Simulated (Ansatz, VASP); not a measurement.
**Sn2C: VASP beside Ansatz**

Wanted: the spread between two codes on one cell, functional and k mesh. The cell is generated by rule, not measured, and may not be a known phase. The cell is taken from a series of runs on this material, whose earlier steps may have relaxed, scaled, displaced or heated it; both programs get it as it stands.

Main program and level: Ansatz 0.2.0; plane waves, with VASP 6.6.1 beside it; single point at PBEsol.

The structure was built from a prototype and need not be the compound's stable phase.

### Step 1. The starting structure

The structure is trigonal, space group R-3m (No. 166). The conventional cell has a = 7.101 Å, b = 7.101 Å, c = 17.394 Å, α = 90.00°, β = 90.00°, γ = 120.00°. C has 4 Sn at 2.07 to 2.24 Å nearest. Nearest to C lie 4 Sn at 2.17 to 2.28 Å. Sn has 2 C at 2.17 to 2.24 Å nearest. Nearest to Sn lie 2 C at 2.07 to 2.28 Å. Farther neighbours are not listed.

### Step 2. VASP: single point, PBEsol, pair 1

A single point gives forces, pressure and levels at one fixed geometry, so differences don't come from the geometry; what else differs is listed under the comparison.

Lines of VASP's logs that name or quote its potential files are left out, and so is its time.

INCAR

```
SYSTEM = Sn2C
PREC = Accurate
ENCUT = 600
EDIFF = 1E-06
NELM = 120
ISMEAR = 1
SIGMA = 0.2
LREAL = .FALSE.
ALGO = Normal
GGA = PS
NBANDS = 79
LORBIT = 11
LWAVE = .FALSE.
LCHARG = .FALSE.
ISIF = 2
LASPH = .TRUE.
GGA_COMPAT = .FALSE.
KPAR = 2
```

POSCAR

```
Sn2C
1.0
    5.0213021337      5.0213021337      0.0000000000
    5.0213021337      0.0000000000      5.0213021337
    5.0213021337      0.0000000000     -5.0213021337
C Sn
4 8
Direct
    0.9747043584      0.0126478208      0.9873521792
    0.0252956416      0.4873521792      0.5126478208
    0.4747043584      0.2626478208      0.7373521792
    0.5252956416      0.7373521792      0.2626478208
    0.2592249895      0.1091528229      0.8908471771
    0.2407750105      0.6408471771      0.3591528229
    0.7367556247      0.1316221877      0.8683778123
    0.7632443753      0.6183778123      0.3816221877
    0.2592249895      0.6316221877      0.8908471771
    0.2407750105      0.1183778123      0.3591528229
    0.7816943543      0.1091528229      0.3683778123
    0.7183056457      0.6408471771      0.8816221877
```

KPOINTS

```
Automatic mesh
0
Gamma
8 8 8
0 0 0
```

PAW data sets: C and Sn_d (PBE family, release 64).

The run is started by

```console
$ mpirun -np 2 vasp_std
```

Numbers of over 12 decimals in the logs are rounded to 6 here.

The program printed:

```text
[banner, memory and clock lines left out]
running    2 mpi-ranks, on    1 nodes
 distrk:  each k-point on    1 cores,    2 groups
 distr:  one band on    1 cores,    1 groups

 POSCAR found type information on POSCAR C Sn
 POSCAR found :  2 types and      12 ions
|                                                                             |
|               ----> ADVICE to this user running VASP <----                  |
|                                                                             |
|     You enforced a specific xc type in the INCAR file but a different       |
|     [... a line on the potential file left out ...]
|     I HOPE YOU KNOW WHAT YOU ARE DOING!                                     |
|                                                                             |

 LDA part: xc-table for (Slater+PW92), standard interpolation
 POSCAR, INCAR and KPOINTS ok, starting setup
 FFT: planning ... GRIDC
 FFT: planning ... GRID_SOFT
 FFT: planning ... GRID
 WAVECAR not read
 entering main loop
       N       E                     dE             d eps       ncg     rms          rms(c)
DAV:   1     0.172798515197E+04    0.17280E+04   -0.62807E+04 11056   0.270E+03
DAV:   2     0.291165735239E+03   -0.14368E+04   -0.13935E+04 10270   0.795E+02
DAV:   3    -0.296364953779E+02   -0.32080E+03   -0.30627E+03 10919   0.266E+02
DAV:   4    -0.637691798239E+02   -0.34133E+02   -0.32675E+02 12316   0.836E+01
DAV:   5    -0.654307498458E+02   -0.16616E+01   -0.16343E+01 11756   0.176E+01    0.142E+01
DAV:   6    -0.586800363189E+02    0.67507E+01   -0.24455E+01 13578   0.215E+01    0.597E+00
DAV:   7    -0.588378747978E+02   -0.15784E+00   -0.54484E+00 12139   0.893E+00    0.362E+00
DAV:   8    -0.587938596041E+02    0.44015E-01   -0.11277E+00 12997   0.382E+00    0.129E+00
DAV:   9    -0.587563358141E+02    0.37524E-01   -0.13344E-01 12195   0.188E+00    0.240E-01
DAV:  10    -0.587589807261E+02   -0.26449E-02   -0.33636E-02 11915   0.885E-01    0.146E-01
DAV:  11    -0.587589473248E+02    0.33401E-04   -0.24391E-03 13712   0.313E-01    0.803E-02
DAV:  12    -0.587588797600E+02    0.67565E-04   -0.36391E-04 14325   0.879E-02    0.343E-02
DAV:  13    -0.587588651107E+02    0.14649E-04   -0.84567E-05 13173   0.501E-02    0.106E-02
DAV:  14    -0.587588650036E+02    0.10709E-06   -0.30872E-05 10080   0.339E-02    0.697E-03
DAV:  15    -0.587588651725E+02   -0.16891E-06   -0.47481E-06  9126   0.822E-03
   1 F= -.58758865E+02 E0= -.58757245E+02  d E =-.485969E-02
```

OUTCAR, selected parts (step 2):

```text
ion  position               nearest neighbor table
   1  0.975  0.013  0.987-   7 2.07   9 2.24  11 2.24   5 2.24
   2  0.025  0.487  0.513-   6 2.17  10 2.17  12 2.17   8 2.28
   3  0.475  0.263  0.737-   5 2.17   9 2.17  11 2.17   7 2.28
   4  0.525  0.737  0.263-   8 2.07  10 2.24  12 2.24   6 2.24
   5  0.259  0.109  0.891-   3 2.17   1 2.24  10 3.26  12 3.26  11 3.39   9 3.39   7 3.40   8 3.55
                             8 3.55   9 3.71  11 3.71   7 3.72
   6  0.241  0.641  0.359-   2 2.17   4 2.24   9 3.26  11 3.26  10 3.39  12 3.39   8 3.40   7 3.55
                             7 3.55  10 3.71  12 3.71   8 3.72
   7  0.737  0.132  0.868-   1 2.07   3 2.28   9 3.40  11 3.40   5 3.40  12 3.55  10 3.55   6 3.55
                             6 3.55  12 3.55  10 3.55   5 3.72   9 3.72  11 3.72
   8  0.763  0.618  0.382-   4 2.07   2 2.28  12 3.40  10 3.40   6 3.40  11 3.55   9 3.55   5 3.55
                             5 3.55   9 3.55  11 3.55   6 3.72  12 3.72  10 3.72
   9  0.259  0.632  0.891-   3 2.17   1 2.24  12 3.26   6 3.26  11 3.39   5 3.39   7 3.40   8 3.55
                             8 3.55   5 3.71  11 3.71   7 3.72
  10  0.241  0.118  0.359-   2 2.17   4 2.24  11 3.26   5 3.26   6 3.39  12 3.39   8 3.40   7 3.55
                             7 3.55  12 3.71   6 3.71   8 3.72
  11  0.782  0.109  0.368-   3 2.17   1 2.24  10 3.26   6 3.26   9 3.39   5 3.39   7 3.40   8 3.55
                             8 3.55   9 3.71   5 3.71   7 3.72
  12  0.718  0.641  0.882-   2 2.17   4 2.24   9 3.26   5 3.26   6 3.39  10 3.39   8 3.40   7 3.55
                             7 3.55  10 3.71   6 3.71   8 3.72

  LATTYP: Found a face centered cubic cell.
 ALAT       =    10.0426042674

 Subroutine GETGRP returns: Found 12 space group operations
 (whereof  6 operations were pure point group operations)

The static configuration has the point symmetry C_3v.
 The point group associated with its full space group is D_3d.

 Found     65 irreducible k-points:

   k-points           NKPTS =     65   k-points in BZ     NKDIM =     65   number of bands    NBANDS=     79

   dimension x,y,z NGX =    60 NGY =   60 NGZ =   60
   dimension x,y,z NGXF=   120 NGYF=  120 NGZF=  120

   ENCUT  =  600.0 eV  44.10 Ry    6.64 a.u.  14.18 14.18 14.18*2*pi/ulx,y,z

   NELECT =     128.0000    total number of electrons

 k-points in reciprocal lattice and weights: Automatic mesh
   0.00000000  0.00000000  0.00000000       0.002
   0.12500000  0.00000000  0.00000000       0.012
   0.25000000  0.00000000  0.00000000       0.012
   0.37500000  0.00000000  0.00000000       0.012
   0.50000000  0.00000000  0.00000000       0.006
   0.00000000  0.12500000  0.00000000       0.012
  -0.12500000  0.00000000 -0.12500000       0.004
   0.25000000  0.12500000  0.00000000       0.023
   0.25000000  0.00000000  0.12500000       0.012
[...]
-0.37500000 -0.12500000  0.37500000       0.023
  -0.25000000  0.25000000  0.25000000       0.012

 average (electrostatic) potential at core
       1 -48.2528       2 -48.2255       3 -48.2255       4 -48.2528       5 -99.4326
       6 -99.4326       7 -99.4251       8 -99.4251       9 -99.4326      10 -99.4326
      11 -99.4326      12 -99.4326

 E-fermi :   7.4526

 k-point     1 :       0.0000    0.0000    0.0000
  band No.  band energies     occupation
    ...
     59       3.9659      2.00000
     60       6.8792      2.00039
     61       7.0155      2.00839
     62       7.0155      2.00839
     63       7.4028      1.40723
     64       8.5574     -0.00000
     65       8.5574     -0.00000
     66       8.5733     -0.00000
     67       9.0364     -0.00000
     68       9.3015     -0.00000
    ...

 k-point     2 :       0.1250    0.0000    0.0000
  band No.  band energies     occupation
    ...
     58       4.3605      2.00000
     59       4.5895      2.00000
     60       5.9888      2.00000
     61       6.8564      2.00021
     62       6.9385      2.00168
     63       7.9706     -0.00154
     64       8.2601     -0.00000
     65       8.3284     -0.00000
     66       8.5190     -0.00000
     67       8.5200     -0.00000
    ...

 k-point     3 :       0.2500    0.0000    0.0000
  band No.  band energies     occupation
    ...
     60       5.4942      2.00000
     61       6.7246      2.00000
     62       6.7282      2.00000
     63       7.0811      2.02462
     64       7.4074      1.37170
     65       8.0442     -0.00024
     66       8.2404     -0.00000
     67       8.7598     -0.00000
     68       8.8766     -0.00000
     69       9.0177     -0.00000
    ...

  Total        0.1206445      0.1206445      0.1206445      1.5931457     -1.5931457     -1.5931457
  in kB        0.7633767      0.7633767      0.7633767     10.0806151    -10.0806151    -10.0806151
  external PRESSURE =       0.7633767 kB  Pullay stress =       0.0000000 kB

  energy-cutoff  :      600.00
  volume of cell :      253.21
      direct lattice vectors                 reciprocal lattice vectors
     5.021302134  5.021302134  0.000000000     0.000000000  0.199151529  0.000000000
     5.021302134  0.000000000  5.021302134     0.099575765 -0.099575765  0.099575765
     5.021302134  0.000000000 -5.021302134     0.099575765 -0.099575765 -0.099575765

 POSITION                                       TOTAL-FORCE (eV/Angst)
 -----------------------------------------------------------------------------------
      9.91559      4.89429     -4.89429         0.625931      0.625931     -0.625931
      5.14832      0.12702     -0.12702         0.131580      0.131580     -0.131580
      7.40494      2.38363     -2.38363        -0.131580     -0.131580      0.131580
      7.65897      2.63767      2.38363        -0.625931     -0.625931      0.625931
      6.32295      1.30165     -3.92512         0.116808      0.116808     -0.464367
      6.23031      1.20900      1.41447        -0.116808     -0.116808      0.464367
      8.72077      3.69947     -3.69947        -0.632851     -0.632851      0.632851
      8.85378      3.83248      1.18882         0.632851      0.632851     -0.632851
      8.94643      1.30165     -1.30165         0.464367      0.116808     -0.116808
      3.60683      1.20900     -1.20900        -0.464367     -0.116808      0.116808
      6.32295      3.92512     -1.30165         0.116808      0.464367     -0.116808
     11.25161      3.60683     -1.20900        -0.116808     -0.464367      0.116808
 -----------------------------------------------------------------------------------
    total drift:                               -0.000000     -0.000000     -0.000000

  FREE ENERGIE OF THE ION-ELECTRON SYSTEM (eV)
  ---------------------------------------------------
  free  energy   TOTEN  =       -58.7588651725 eV

  energy  without entropy=      -58.7540054798  energy(sigma->0) =      -58.75724527

 total charge
# of ion       s       p       d       tot
------------------------------------------
    1        0.936   1.340   0.000   2.276
    2        0.929   1.342   0.000   2.271
    3        0.929   1.342   0.000   2.271
    4        0.936   1.340   0.000   2.276
    5        1.178   1.057  10.040  12.275
    6        1.178   1.057  10.040  12.275
    7        1.163   1.093  10.048  12.304
    8        1.163   1.093  10.048  12.304
    9        1.178   1.057  10.040  12.275
   10        1.178   1.057  10.040  12.275
   11        1.178   1.057  10.040  12.275
   12        1.178   1.057  10.040  12.275
--------------------------------------------------
tot         13.124  13.891  80.336 107.350

[... 3 further parts left out ...]
```

The PAW data sets were made with PBE, which is usual practice but a small mismatch for other functionals.

### Step 3. Ansatz: single point, PBEsol, pair 1

Ansatz runs on its default PAW (the set named soft_2) files.

The same cell, functional, mesh and smearing now go to Ansatz, which takes its cutoff from its data sets.

input.yaml

```yaml
crystal:
  lattice:
    - [5.0213021337, 5.0213021337, 0.0]
    - [5.0213021337, 0.0, 5.0213021337]
    - [5.0213021337, 0.0, -5.0213021337]
  atoms:
    - { symbol: C, position: [-0.0252956416, 0.0126478208, -0.0126478208] }
    - { symbol: C, position: [0.0252956416, 0.4873521792, 0.5126478208] }
    - { symbol: C, position: [0.4747043584, 0.2626478208, 0.7373521792] }
    - { symbol: C, position: [0.5252956416, 0.7373521792, 0.2626478208] }
    - { symbol: Sn, position: [0.2592249895, 0.1091528229, 0.8908471771] }
    - { symbol: Sn, position: [0.2407750105, 0.6408471771, 0.3591528229] }
    - { symbol: Sn, position: [0.7367556247, 0.1316221877, 0.8683778123] }
    - { symbol: Sn, position: [0.7632443753, 0.6183778123, 0.3816221877] }
    - { symbol: Sn, position: [0.2592249895, 0.6316221877, 0.8908471771] }
    - { symbol: Sn, position: [0.2407750105, 0.1183778123, 0.3591528229] }
    - { symbol: Sn, position: [0.7816943543, 0.1091528229, 0.3683778123] }
    - { symbol: Sn, position: [0.7183056457, 0.6408471771, 0.8816221877] }
kpoints:
  mp_grid: { grid: [8, 8, 8] }
hamiltonian:
  xc: pbesol
scf:
  occupations: { method: methfessel_paxton, width: 0.2 }
output:
  forces: true
  stress: true
  eigenvalues: true
```

The run is started by

```console
$ ansatz run input.yaml --threads 8 --pin off --max-ram 14336MiB --backend cpu --events-out ev --progress --plain --runs-dir out
```

The program printed:

```text
Engine: ansatz 0.2.0, aarch64-unknown-linux-gnu
Pseudopotentials: kind: paw
Pseudopotential: C, paw, valence charge 4, recommended cutoff 420 eV (normal), C.paw.azcp
Pseudopotential: Sn, paw, valence charge 14, recommended cutoff 420 eV (normal), Sn.paw.azcp
Functional definition: PBEsol
  exchange = pbesol_x
  correlation = pbesol_c
Crystal: 12 atoms, lattice volume = 253.209 Å³
Basis set: ecut = 420 eV, 4957 PW (Γ), exchange–correlation on 96×96×96 points (8 copies of the dense FFT grid, shifted against one another)
Bands: 77, of which v1, the nominal top of the filled ones, is band 64 counted from 1 (63 counted from 0)
Symmetry: 12 space group operations
Space group: R-3m (ITA 166), of the structure as read, at distance tolerance 6.3e-5 Å
k-points: 65 of 512
Non-local potential: C, projectors of the file, l = 0: 2, l = 1: 2, l = 2: 1
Non-local potential: Sn, projectors of the file, l = 0: 2, l = 1: 2, l = 2: 2, l = 3: 2
PAW form: soft (Blöchl's): semilocal exchange-correlation on the pseudo side does not see the compensation charge
PAW frozen core: C, regenerated for the run's functional, and the local potential with it (the file was generated under x = pbe(κ = 0.804, μ = 0.219515), c = pbe(β = 0.066725))
PAW frozen core: Sn, regenerated for the run's functional, and the local potential with it (the file was generated under x = pbe(κ = 0.804, μ = 0.219515), c = pbe(β = 0.066725))
PAW one-centre angular grid: C, 110 points (default); XC on 64 Gauss nodes
PAW one-centre angular grid: Sn, 590 points (default); XC on 64 Gauss nodes
Initial density: superposition of atomic densities (neutral atoms: chi_scale 0, normalization atom), corrected by the library's trained network
Initial wavefunctions: pseudopotential atomic-orbital guess
Functional: x = pbesol(κ = 0.804, μ = 0.123457), c = pbesol(β = 0.046)
SCF iter   1: F=—  HF=-48571.284868 eV  |F-HF|=—  |Δ(HF+E_count)|=         —  Δρ=1.42e-2  dr2=8.75e-1  ethr=1.77e-3  ⟨swp⟩=7.5  Hψ=21487  notcnv=0
preconditioner: auto → Kerker (q_TF=auto, 2.435 Å⁻¹)  [metal: Δε(μ)=0.012 eV  Ē_g=17.634 eV  σ=0.200 eV  W_gap=0.05  n_scr=58 (ndim 8)  ℏωp=26.4 eV  f_vac=0.000  D(μ)=5.63/eV (n_scr^D=26)]
SCF iter   2: F=—  HF=-48571.129084 eV  |F-HF|=—  |Δ(HF+E_count)|=   1.56e-1  S|Δr|=    0.00e0  Δρ=6.30e-3  dr2=2.02e-1  ethr=6.84e-4  ⟨swp⟩=1.3  Hψ=5829  notcnv=0  defer=1
SCF iter   3: F=—  HF=-48571.086140 eV  |F-HF|=—  |Δ(HF+E_count)|=   4.29e-2  S|Δr|=    0.00e0  Δρ=1.14e-3  dr2=3.67e-3  ethr=1.58e-4  ⟨swp⟩=2.0  Hψ=6212  notcnv=0  defer=1
SCF iter   4: F=—  HF=-48571.085581 eV  |F-HF|=—  |Δ(HF+E_count)|=   5.59e-4  S|Δr|=    0.00e0  Δρ=2.29e-4  dr2=2.31e-4  ethr=2.87e-6  ⟨swp⟩=2.0  Hψ=6356  notcnv=0  defer=1
SCF iter   5: F=—  HF=-48571.085559 eV  |F-HF|=—  |Δ(HF+E_count)|=   2.13e-5  S|Δr|=    0.00e0  Δρ=7.78e-5  dr2=1.73e-5  ethr=1.81e-7  ⟨swp⟩=2.9  Hψ=9184  notcnv=0  defer=1
SCF iter   6: F=—  HF=-48571.085489 eV  |F-HF|=—  |Δ(HF+E_count)|=   7.02e-5  S|Δr|=    0.00e0  Δρ=2.00e-5  dr2=1.27e-6  ethr=1.35e-8  ⟨swp⟩=2.0  Hψ=9134  notcnv=0  defer=106
SCF iter   7: F=—  HF=-48571.085489 eV  |F-HF|=—  |Δ(HF+E_count)|=   3.30e-7  S|Δr|=    0.00e0  Δρ=5.04e-6  dr2=1.02e-7  ethr=7.81e-11  ⟨swp⟩=12.2  Hψ=25057  notcnv=0
SCF iter   8: F=-48571.085489 eV  HF=-48571.085489 eV  |F-HF|=4.42e-9  |Δ(HF+E_count)|=   1.60e-8  S|Δr|=    0.00e0  Δρ=1.47e-6  dr2=9.68e-9  ethr=7.81e-11  ⟨swp⟩=4.0  Hψ=15206  notcnv=0
SCF 1 converged in 8 iterations: F = -48571.085489 eV  dr2 = 9.68e-9
  greatest PAW one-centre occupation: 0.992 electrons in one spin orbital (limit 2), on the Sn atom at site 11 (counted from 0), in its partial waves of l = 2
SCF converged after 8 iterations
Stability not checked: this state was not tested for a lower state beside it, because cold or Methfessel-Paxton smearing, or corrected tetrahedra, fill the levels in a way that the test cannot read (fill_not_monotonic; see scf.lower_state_search)
Free energy (F): -48571.085489 eV
Harris-Foulkes:  -48571.085489 eV  (|F-HF|=4.42e-9)
Internal energy: -48571.080617 eV  (E = F + TS)
E sigma→0 (E₀):  -48571.084271 eV
Entropy (-TS):   -0.004872 eV (-0.406 meV/atom)
Fermi energy:    10.140489 eV
--- Per-component energies (eV) ---
  E_band       = -689.055478
  E_kinetic    = 1833.407298
  E_local      = -7583.439396  (includes V_loc(G=0)·N_el)
  E_nonlocal   = -129.221372
  E_hartree    = 4536.004633
  E_xc         = -3216.045290
  E_vxc        = -1002.232175  (∫ρ·V_xc dr)
  E_paw        = -32911.093267  (= ΣΔE_a)
  E_vpaw       = -2879.582596  (= ΣTr[D̂ρ^β])
  E_aug_tail   = 0.000016  (compensation charges beyond the density's cutoff)
  E_ewald      = -11103.056359
  E_core_change = 2.363120  (= ΣΔE_core)
  E_smearing   = -0.004872  (= −TS)
  E_closure    = 0.000000  (closes the sum)
  Σ components = -48571.085489   (vs F -48571.085489, Δ=0.00e0)
--- Forces (eV/Å), atoms counted from 1 ---
  atom   1  C      0.63701465     0.63701465    -0.63701465
  atom   2  C      0.13277518     0.13277518    -0.13277518
  atom   3  C     -0.13277518    -0.13277518     0.13277518
  atom   4  C     -0.63701465    -0.63701465     0.63701465
  atom   5  Sn     0.11632784     0.11632784    -0.46694033
  atom   6  Sn    -0.11632784    -0.11632784     0.46694033
  atom   7  Sn    -0.64309693    -0.64309693     0.64309693
  atom   8  Sn     0.64309693     0.64309693    -0.64309693
  atom   9  Sn     0.46694033     0.11632784    -0.11632784
  atom  10  Sn    -0.46694033    -0.11632784     0.11632784
  atom  11  Sn     0.11632784     0.46694033    -0.11632784
  atom  12  Sn    -0.11632784    -0.46694033     0.11632784
  max |Σ_I F_I| component: 2.78e-16 eV/Å
--- Stress (GPa, compression-positive) ---
        0.114878       1.024372      -1.024372
        1.024372       0.114878      -1.024372
       -1.024372      -1.024372       0.114878
  P = ⅓ Tr σ = 0.1149 GPa (1.149 kbar)
--- Band table (eV; the first three rows and the last of 65) ---
  k-point 0: bands = [... 60 lower, 9.7040, 9.7040, 10.0857, 11.2428, 11.2428, 11.2563, 11.7290, 11.9856, ... 9 higher]
  k-point 1: bands = [... 60 lower, 9.5443, 9.6519, 10.7969, 10.8447, 11.0150, 11.1407, 11.3538, 11.6605, ... 9 higher]
  k-point 2: bands = [... 60 lower, 9.4308, 9.4948, 10.1620, 10.3368, 10.8002, 10.8629, 11.2109, 11.3206, ... 9 higher]
  k-point 64: bands = [... 60 lower, 8.7169, 8.9679, 9.5012, 9.5740, 9.5740, 9.6765, 11.1767, 11.1767, ... 9 higher]
```

The column dr2 measures how far the density is from self-consistency, as an energy; F and HF (Harris–Foulkes) agree once it is small.

The run ends at a pressure of 0.11 GPa, with forces up to 1.1 eV/Å.

### Step 4. Comparison

Known differences besides the potentials themselves: the cutoff is 420 eV in Ansatz and 600 eV in VASP; Ansatz makes its cores anew for this functional, VASP keeps those of its PBE data sets. Total energies have different zeros and are not compared.

Both answers:

| quantity | Ansatz | VASP | difference |
| --- | --- | --- | --- |
| pressure (GPa) | 0.11 | 0.08 | +0.04 |

Forces on 7 of the 12 atoms, those with the largest forces and the largest differences (eV/Å; atoms numbered as in POSCAR):

| atom | Ansatz x, y, z | VASP x, y, z |
| --- | --- | --- |
| C1 | 0.637, 0.637, -0.637 | 0.626, 0.626, -0.626 |
| C4 | -0.637, -0.637, 0.637 | -0.626, -0.626, 0.626 |
| Sn7 | -0.643, -0.643, 0.643 | -0.633, -0.633, 0.633 |
| Sn8 | 0.643, 0.643, -0.643 | 0.633, 0.633, -0.633 |
| Sn9 | 0.467, 0.116, -0.116 | 0.464, 0.117, -0.117 |
| Sn11 | 0.116, 0.467, -0.116 | 0.117, 0.464, -0.117 |
| Sn12 | -0.116, -0.467, 0.116 | -0.117, -0.464, 0.117 |

The forces differ by 6.3 meV/Å r.m.s., which is 1.5 % of the r.m.s. force of 0.419 eV/Å (both taken over all components).

(Continued in part 2 of 2.)

[Lines on the potential files, build, host, timing and source positions are cut from VASP's logs without a mark.]

[Logs are printed without paths, hosts, clocks, repeated set-up lines and the standing remarks that a program may print on its own settings, such as how far it seeks lower states.]

[Hosts, paths, dates, database ids (printed as entryN), source tags and the programs' standing remarks are cut or masked in the printed files.]
